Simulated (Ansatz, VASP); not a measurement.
# InCl3: VASP beside Ansatz

Aim: how closely do two programs agree when they are given the same cell, functional and k mesh? The cell is generated by rule, not measured, and may not be a known phase. The cell is taken from a series of runs on this material, whose earlier steps may have relaxed, scaled, displaced or heated it; both programs get it as it stands.

Calculated with Ansatz 0.2.0; plane waves, with VASP 6.6.1 beside it; PBEsol.

The structure was built from a prototype and need not be the compound's stable phase.

## (1) The structure

Symmetry: P4/mbm, No. 127, tetragonal system. The conventional cell has a = 7.105 Å, b = 7.105 Å, c = 5.024 Å, α = 90.00°, β = 90.00°, γ = 90.00°. Nearest to In lie 6 Cl at 2.51 to 2.55 Å. Cl has 2 In at 2.51 Å nearest. Nearest to Cl lie 2 In at 2.55 Å. Farther neighbours and most contacts between anions are not listed.

## (2) VASP: single point, PBEsol, pair 1

With cell and atoms fixed, the geometry can't cause a difference; cores, projectors, grids and the points listed under the comparison can.

Lines of VASP's logs that name or quote its potential files are left out, and so is its time.

INCAR reads:

```
SYSTEM = InCl3
PREC = Accurate
ENCUT = 500
EDIFF = 1E-06
NELM = 120
ISMEAR = 1
SIGMA = 0.2
LREAL = .FALSE.
ALGO = Normal
GGA = PS
NBANDS = 42
LORBIT = 11
LWAVE = .FALSE.
LCHARG = .FALSE.
ISIF = 2
LASPH = .TRUE.
GGA_COMPAT = .FALSE.
EFERMI = MIDGAP
KPAR = 2
```

POSCAR reads:

```
InCl3
1.0
   -5.0239648185      0.0000000000      0.0000000000
    0.0000000000     -5.0239648185     -5.0239648185
    0.0000000000     -5.0239648185      5.0239648185
In Cl
2 6
Direct
    0.0000000000      0.5000000000      0.5000000000
    0.0000000000      0.0000000000      0.0000000000
    0.5000000000      0.5000000000      0.5000000000
    0.5000000000      0.0000000000      0.0000000000
    0.0000000000      0.2947853455      0.2052146545
    0.0000000000      0.7052146545      0.7947853455
    0.0000000000      0.2052146545      0.7052146545
    0.0000000000      0.7947853455      0.2947853455
```

KPOINTS reads:

```
Automatic mesh
0
Gamma
8 6 6
0 0 0
```

Potentials, in the order of the species: In_d and Cl (PBE family, release 64).

Run with:

```sh
> mpirun -np 2 vasp_std
```

Numbers of over 12 decimals in the logs are rounded to 6 here.

What it wrote:

```text
[banner, memory and clock lines left out]
running    2 mpi-ranks, on    1 nodes
 distrk:  each k-point on    1 cores,    2 groups
 distr:  one band on    1 cores,    1 groups

 POSCAR found type information on POSCAR InCl
 POSCAR found :  2 types and       8 ions
|                                                                             |
|               ----> ADVICE to this user running VASP <----                  |
|                                                                             |
|     You enforced a specific xc type in the INCAR file but a different       |
|     [... a line on the potential file left out ...]
|     I HOPE YOU KNOW WHAT YOU ARE DOING!                                     |
|                                                                             |

 LDA part: xc-table for (Slater+PW92), standard interpolation
 POSCAR, INCAR and KPOINTS ok, starting setup
 FFT: planning ... GRIDC
 FFT: planning ... GRID_SOFT
 FFT: planning ... GRID
 WAVECAR not read
 entering main loop
       N       E                     dE             d eps       ncg     rms          rms(c)
DAV:   1     0.704968262001E+03    0.70497E+03   -0.28796E+04  4200   0.153E+03
DAV:   2     0.847307457905E+02   -0.62024E+03   -0.59726E+03  5044   0.376E+02
DAV:   3    -0.206383116777E+02   -0.10537E+03   -0.10329E+03  4976   0.173E+02
DAV:   4    -0.267262758229E+02   -0.60880E+01   -0.60513E+01  5208   0.480E+01
DAV:   5    -0.270478143399E+02   -0.32154E+00   -0.32136E+00  6552   0.105E+01    0.102E+01
DAV:   6    -0.254442368777E+02    0.16036E+01   -0.27574E+00  5954   0.229E+01    0.688E+00
DAV:   7    -0.252544705580E+02    0.18977E+00   -0.98640E-01  6466   0.124E+01    0.269E+00
DAV:   8    -0.252547011161E+02   -0.23056E-03   -0.26436E-01  6596   0.489E+00    0.721E-01
DAV:   9    -0.252540832909E+02    0.61783E-03   -0.12223E-02  6496   0.118E+00    0.317E-01
DAV:  10    -0.252540589530E+02    0.24338E-04   -0.20334E-03  6604   0.483E-01    0.110E-01
DAV:  11    -0.252541079039E+02   -0.48951E-04   -0.54066E-04  6392   0.192E-01    0.392E-02
DAV:  12    -0.252541195838E+02   -0.11680E-04   -0.56785E-05  6088   0.445E-02    0.189E-02
DAV:  13    -0.252541240591E+02   -0.44754E-05   -0.66415E-06  5174   0.181E-02    0.822E-03
DAV:  14    -0.252541251331E+02   -0.10740E-05   -0.86173E-07  3382   0.112E-02    0.369E-03
DAV:  15    -0.252541257877E+02   -0.65462E-06   -0.83625E-07  3196   0.102E-02
   1 F= -.25254126E+02 E0= -.25258962E+02  d E =0.145093E-01
```

OUTCAR, selected parts (step 2):

```text
ion  position               nearest neighbor table
   1  0.000  0.500  0.500-   3 2.51   3 2.51   6 2.55   7 2.55   8 2.55   5 2.55
   2  0.000  0.000  0.000-   4 2.51   4 2.51   6 2.55   7 2.55   8 2.55   5 2.55
   3  0.500  0.500  0.500-   1 2.51   1 2.51
   4  0.500  0.000  0.000-   2 2.51   2 2.51
   5  0.000  0.295  0.205-   1 2.55   2 2.55
   6  0.000  0.705  0.795-   1 2.55   2 2.55
   7  0.000  0.205  0.705-   1 2.55   2 2.55
   8  0.000  0.795  0.295-   1 2.55   2 2.55

  LATTYP: Found a simple tetragonal cell.
 ALAT       =     7.1049591832
 C/A-ratio  =     0.7071067812

 Subroutine GETGRP returns: Found 16 space group operations
 (whereof  8 operations were pure point group operations)

The static configuration has the point symmetry C_4h.
 The point group associated with its full space group is D_4h.

 Found     50 irreducible k-points:

   k-points           NKPTS =     50   k-points in BZ     NKDIM =     50   number of bands    NBANDS=     42

   dimension x,y,z NGX =    40 NGY =   54 NGZ =   54
   dimension x,y,z NGXF=    80 NGYF=  108 NGZF=  108

   ENCUT  =  500.0 eV  36.75 Ry    6.06 a.u.   9.16 12.95 12.95*2*pi/ulx,y,z

   NELECT =      68.0000    total number of electrons

 k-points in reciprocal lattice and weights: Automatic mesh
   0.00000000  0.00000000  0.00000000       0.003
   0.12500000  0.00000000  0.00000000       0.007
   0.25000000  0.00000000  0.00000000       0.007
   0.37500000  0.00000000  0.00000000       0.007
   0.50000000  0.00000000  0.00000000       0.003
   0.00000000  0.16666667  0.00000000       0.014
   0.12500000  0.16666667  0.00000000       0.028
   0.25000000  0.16666667  0.00000000       0.028
   0.37500000  0.16666667  0.00000000       0.028
[...]
0.37500000  0.50000000  0.50000000       0.007
   0.50000000  0.50000000  0.50000000       0.003

 average (electrostatic) potential at core
       1-100.6604       2-100.6604       3 -94.5171       4 -94.5171       5 -94.5514
       6 -94.5514       7 -94.5514       8 -94.5514

 E-fermi :  -0.5893

 k-point     1 :       0.0000    0.0000    0.0000
  band No.  band energies     occupation
    ...
     30      -1.3297      2.00000
     31      -1.3297      2.00000
     32      -1.3225      2.00000
     33      -1.2703      2.00002
     34      -1.2703      2.00002
     35      -0.1833     -0.01449
     36       3.8302      0.00000
     37       5.5068      0.00000
     38       5.5068      0.00000
     39       6.0339      0.00000
    ...

 k-point     2 :       0.1250    0.0000    0.0000
  band No.  band energies     occupation
    ...
     30      -1.3481      2.00000
     31      -1.3481      2.00000
     32      -1.2112      2.00010
     33      -1.2112      2.00010
     34      -1.1864      2.00020
     35       0.0479     -0.00006
     36       3.8878      0.00000
     37       5.3725      0.00000
     38       5.3725      0.00000
     39       6.1934      0.00000
    ...

 k-point     3 :       0.2500    0.0000    0.0000
  band No.  band energies     occupation
    ...
     30      -1.3420      2.00000
     31      -1.3420      2.00000
     32      -1.0091      2.01145
     33      -0.9672      2.02246
     34      -0.9672      2.02246
     35       0.8010     -0.00000
     36       4.0774      0.00000
     37       5.0598      0.00000
     38       5.0598      0.00000
     39       6.6369      0.00000
    ...

  Total       -0.2446897     -2.6403766     -2.6403766      0.0000000      0.0000000      0.0000000
  in kB       -1.5458112    -16.6804091    -16.6804091      0.0000000      0.0000000      0.0000000
  external PRESSURE =     -11.6355431 kB  Pullay stress =       0.0000000 kB

  energy-cutoff  :      500.00
  volume of cell :      253.61
      direct lattice vectors                 reciprocal lattice vectors
    -5.023964818  0.000000000  0.000000000    -0.199045980  0.000000000  0.000000000
     0.000000000 -5.023964818 -5.023964818     0.000000000 -0.099522990 -0.099522990
     0.000000000 -5.023964818  5.023964818     0.000000000 -0.099522990  0.099522990

 POSITION                                       TOTAL-FORCE (eV/Angst)
 -----------------------------------------------------------------------------------
      0.00000     -5.02396      0.00000         0.000000      0.000000     -0.000000
      0.00000      0.00000      0.00000         0.000000      0.000000     -0.000000
     -2.51198     -5.02396      0.00000         0.000000      0.000000     -0.000000
     -2.51198      0.00000      0.00000         0.000000      0.000000     -0.000000
      0.00000     -2.51198     -0.45000         0.000000      0.000000     -0.143255
      0.00000     -7.53595      0.45000         0.000000      0.000000      0.143255
      0.00000     -4.57396      2.51198         0.000000      0.143255     -0.000000
      0.00000     -5.47396     -2.51198         0.000000     -0.143255     -0.000000
 -----------------------------------------------------------------------------------
    total drift:                                0.000000     -0.000000     -0.000000

  FREE ENERGIE OF THE ION-ELECTRON SYSTEM (eV)
  ---------------------------------------------------
  free  energy   TOTEN  =       -25.2541257877 eV

  energy  without entropy=      -25.2686351011  energy(sigma->0) =      -25.25896223

 total charge
# of ion       s       p       d       tot
------------------------------------------
    1        0.668   0.534   9.973  11.175
    2        0.668   0.534   9.973  11.175
    3        1.586   3.510   0.000   5.096
    4        1.586   3.510   0.000   5.096
    5        1.589   3.489   0.000   5.078
    6        1.589   3.489   0.000   5.078
    7        1.589   3.489   0.000   5.078
    8        1.589   3.489   0.000   5.078
--------------------------------------------------
tot         10.864  22.044  19.946  52.854

[... 3 further parts left out ...]
```

Methfessel-Paxton smearing is not meant for a cell with a gap.

## (3) Ansatz: single point, PBEsol, pair 1

Ansatz runs on its default PAW (the set named soft_2) files.

The same cell, functional, mesh and smearing now go to Ansatz, which takes its cutoff from its data sets.

input.yaml reads:

```yaml
crystal:
  lattice:
    - [-5.0239648185, 0.0, 0.0]
    - [0.0, -5.0239648185, -5.0239648185]
    - [0.0, -5.0239648185, 5.0239648185]
  atoms:
    - { symbol: In, position: [0.0, 0.5, 0.5] }
    - { symbol: In, position: [0.0, 0.0, 0.0] }
    - { symbol: Cl, position: [0.5, 0.5, 0.5] }
    - { symbol: Cl, position: [0.5, 0.0, 0.0] }
    - { symbol: Cl, position: [0.0, 0.2947853455, 0.2052146545] }
    - { symbol: Cl, position: [0.0, 0.7052146545, 0.7947853455] }
    - { symbol: Cl, position: [0.0, 0.2052146545, 0.7052146545] }
    - { symbol: Cl, position: [0.0, 0.7947853455, 0.2947853455] }
kpoints:
  mp_grid: { grid: [8, 6, 6] }
hamiltonian:
  xc: pbesol
scf:
  occupations: { method: methfessel_paxton, width: 0.2 }
output:
  forces: true
  stress: true
  eigenvalues: true
```

Run with:

```sh
> ansatz run input.yaml --threads 4 --pin off --max-ram 7168MiB --backend cpu --events-out ev --progress --plain --runs-dir out
```

What it wrote:

```text
Engine: ansatz 0.2.0, aarch64-unknown-linux-gnu
Pseudopotentials: kind: paw
Pseudopotential: In, paw, valence charge 13, recommended cutoff 420 eV (normal), In.paw.azcp
Pseudopotential: Cl, paw, valence charge 7, recommended cutoff 420 eV (normal), Cl.paw.azcp
Functional definition: PBEsol
  exchange = pbesol_x
  correlation = pbesol_c
Crystal: 8 atoms, lattice volume = 253.612 Å³
Basis set: ecut = 420 eV, 4981 PW (Γ), exchange–correlation on 72×96×96 points (8 copies of the dense FFT grid, shifted against one another)
Bands: 42, of which v1, the nominal top of the filled ones, is band 34 counted from 1 (33 counted from 0)
Symmetry: 16 space group operations
Space group: P4/mbm (ITA 127), of the structure as read, at distance tolerance 6.3e-5 Å
k-points: 50 of 288
Non-local potential: In, projectors of the file, l = 0: 2, l = 1: 2, l = 2: 2, l = 3: 2
Non-local potential: Cl, projectors of the file, l = 0: 2, l = 1: 2, l = 2: 2
PAW form: soft (Blöchl's): semilocal exchange-correlation on the pseudo side does not see the compensation charge
PAW frozen core: In, regenerated for the run's functional, and the local potential with it (the file was generated under x = pbe(κ = 0.804, μ = 0.219515), c = pbe(β = 0.066725))
PAW frozen core: Cl, regenerated for the run's functional, and the local potential with it (the file was generated under x = pbe(κ = 0.804, μ = 0.219515), c = pbe(β = 0.066725))
PAW one-centre angular grid: In, 590 points (default); XC on 64 Gauss nodes
PAW one-centre angular grid: Cl, 110 points (default); XC on 64 Gauss nodes
Initial density: superposition of atomic densities (neutral atoms: chi_scale 0, normalization atom), corrected by the library's trained network
Initial wavefunctions: pseudopotential atomic-orbital guess
Functional: x = pbesol(κ = 0.804, μ = 0.123457), c = pbesol(β = 0.046)
SCF iter   1: F=—  HF=-17422.989031 eV  |F-HF|=—  |Δ(HF+E_count)|=         —  Δρ=4.09e-3  dr2=5.22e-2  ethr=1.77e-3  ⟨swp⟩=8.0  Hψ=9210  notcnv=0  defer=4
preconditioner: auto → Resta (q_TF=auto, 2.191 Å⁻¹)  ε∞=3.0  [insulator: Δε(μ)=0.470 eV  Ē_g=13.634 eV  σ=0.200 eV  W_gap=0.75  n_scr=46 (ndim 8)  ℏωp=19.2 eV  f_vac=0.228  D(μ)=0.98/eV (n_scr^D=0)  ε∞_Penn≈3.0  vacuum switching on, ρ_ref=1.3e-2 e/Å³]
SCF iter   2: F=—  HF=-17422.975550 eV  |F-HF|=—  |Δ(HF+E_count)|=   1.35e-2  S|Δr|=    0.00e0  Δρ=1.42e-3  dr2=5.62e-3  ethr=7.68e-5  ⟨swp⟩=2.4  Hψ=3815  notcnv=0  defer=5
SCF iter   3: F=—  HF=-17422.973779 eV  |F-HF|=—  |Δ(HF+E_count)|=   1.77e-3  S|Δr|=    0.00e0  Δρ=3.58e-4  dr2=2.58e-4  ethr=8.27e-6  ⟨swp⟩=2.9  Hψ=3834  notcnv=0  defer=1
automatic band count: iteration 3 solves 41 bands in place of 42: the levels show a gap, and the empty bands left out lie too high to hold charge; the band table lists the bands solved (type scf.n_extra_bands for more)
SCF iter   4: F=—  HF=-17422.973833 eV  |F-HF|=—  |Δ(HF+E_count)|=   5.39e-5  S|Δr|=    0.00e0  Δρ=8.63e-5  dr2=2.67e-5  ethr=3.80e-7  ⟨swp⟩=2.0  Hψ=3069  notcnv=0  defer=1
SCF iter   5: F=—  HF=-17422.974004 eV  |F-HF|=—  |Δ(HF+E_count)|=   1.71e-4  S|Δr|=    0.00e0  Δρ=1.99e-5  dr2=1.30e-6  ethr=3.93e-8  ⟨swp⟩=2.8  Hψ=3688  notcnv=0  defer=1
SCF iter   6: F=-17422.974005 eV  HF=-17422.974005 eV  |F-HF|=1.57e-9  |Δ(HF+E_count)|=   1.27e-6  S|Δr|=    0.00e0  Δρ=4.94e-6  dr2=7.31e-8  ethr=1.47e-10  ⟨swp⟩=12.5  Hψ=10777  notcnv=0
SCF 1 converged in 6 iterations: F = -17422.974005 eV  dr2 = 7.31e-8
  greatest PAW one-centre occupation: 0.986 electrons in one spin orbital (limit 2), on the In atom at site 1 (counted from 0), in its partial waves of l = 2
SCF converged after 6 iterations
Stability not checked: this state was not tested for a lower state beside it, because cold or Methfessel-Paxton smearing, or corrected tetrahedra, fill the levels in a way that the test cannot read (fill_not_monotonic; see scf.lower_state_search)
Free energy (F): -17422.974005 eV
Harris-Foulkes:  -17422.974005 eV  (|F-HF|=1.57e-9)
Internal energy: -17422.988437 eV  (E = F + TS)
E sigma→0 (E₀):  -17422.977613 eV
Entropy (-TS):   0.014432 eV (1.804 meV/atom)
Fermi energy:    0.687440 eV
Step filling:    the computed levels leave a gap of 0.4592 eV = 2.3 smearing widths at the electron count; against every level under it full and every level over it empty, smearing changes F+E_penalty+E_count by +6.099 meV and its σ→0 estimate by +2.491 meV
--- Per-component energies (eV) ---
  E_band       = -450.955685
  E_kinetic    = 1448.059657
  E_local      = -5583.472164  (includes V_loc(G=0)·N_el)
  E_nonlocal   = 916.343461
  E_hartree    = 2144.754262
  E_xc         = -1054.933705
  E_vxc        = -918.217515  (∫ρ·V_xc dr)
  E_paw        = -12028.017403  (= ΣΔE_a)
  E_vpaw       = -603.178186  (= ΣTr[D̂ρ^β])
  E_aug_tail   = 0.000614  (compensation charges beyond the density's cutoff)
  E_ewald      = -3266.665558
  E_core_change = 0.942398  (= ΣΔE_core)
  E_smearing   = 0.014432  (= −TS)
  E_closure    = -0.000000  (closes the sum)
  Σ components = -17422.974005   (vs F -17422.974005, Δ=0.00e0)
--- Forces (eV/Å), atoms counted from 1 ---
  atom   1  In    -0.00000000     0.00000000    -0.00000000
  atom   2  In    -0.00000000    -0.00000000    -0.00000000
  atom   3  Cl    -0.00000000     0.00000000     0.00000000
  atom   4  Cl    -0.00000000     0.00000000     0.00000000
  atom   5  Cl    -0.00000000     0.00000000    -0.14292270
  atom   6  Cl    -0.00000000     0.00000000     0.14292270
  atom   7  Cl     0.00000000     0.14292270    -0.00000000
  atom   8  Cl     0.00000000    -0.14292270    -0.00000000
  max |Σ_I F_I| component: 2.95e-17 eV/Å
--- Stress (GPa, compression-positive) ---
       -0.116333       0.000000      -0.000000
        0.000000      -1.629547      -0.000000
       -0.000000      -0.000000      -1.629547
  P = ⅓ Tr σ = -1.1251 GPa (-11.251 kbar)
--- Band table (eV; the first three rows and the last of 50) ---
  k-point 0: bands = [... 30 lower, -0.0530, -0.0490, 0.0028, 0.0028, 1.0837, 5.0845, 6.7462, 6.7462, ... 3 higher]
  k-point 1: bands = [... 30 lower, -0.0620, -0.0580, 0.0177, 0.0552, 1.2524, 4.5218, 6.9866, 7.2787, ... 3 higher]
  k-point 2: bands = [... 30 lower, -0.0977, -0.0849, 0.0679, 0.1425, 1.7748, 3.5523, 7.5868, 7.9942, ... 3 higher]
  k-point 49: bands = [... 30 lower, -0.1456, -0.1456, 0.6063, 0.6063, 5.2791, 5.2791, 6.5791, 6.5791, ... 3 higher]
```

The run ends at a pressure of -1.13 GPa, with forces up to 0.14 eV/Å.

## (4) Comparison

Known differences besides the potentials themselves: the cutoff is 420 eV in Ansatz and 500 eV in VASP; Ansatz makes its cores anew for this functional, VASP keeps those of its PBE data sets. Total energies have different zeros and are not compared.

Compared:

```csv
quantity,Ansatz,VASP,difference
pressure (GPa),-1.13,-1.16,+0.04
gap on the k mesh (eV),0.459,0.469,-0.009
```

Forces (eV/Å; atoms numbered as in POSCAR):

```csv
atom,"Ansatz x, y, z","VASP x, y, z"
In1,"0.000, 0.000, 0.000","0.000, 0.000, 0.000"
In2,"0.000, 0.000, 0.000","0.000, 0.000, 0.000"
Cl3,"0.000, 0.000, 0.000","0.000, 0.000, 0.000"
Cl4,"0.000, 0.000, 0.000","0.000, 0.000, 0.000"
Cl5,"0.000, 0.000, -0.143","0.000, 0.000, -0.143"
Cl6,"0.000, 0.000, 0.143","0.000, 0.000, 0.143"
Cl7,"0.000, 0.143, 0.000","0.000, 0.143, 0.000"
Cl8,"0.000, -0.143, 0.000","0.000, -0.143, 0.000"
```

The forces differ by 0.1 meV/Å r.m.s., which is 0.2 % of the r.m.s. force of 0.058 eV/Å (both taken over all components). A gap on the mesh is an upper bound, since the band edges may lie between its points.

[end of part 1 of 2]

[Lines on the potential files, build, host, timing and source positions are cut from VASP's logs without a mark.]

[Logs are printed without paths, hosts, clocks, repeated set-up lines and the standing remarks that a program may print on its own settings, such as how far it seeks lower states.]

[Hosts, paths, dates, database ids (printed as entryN), source tags and the programs' standing remarks are cut or masked in the printed files.]
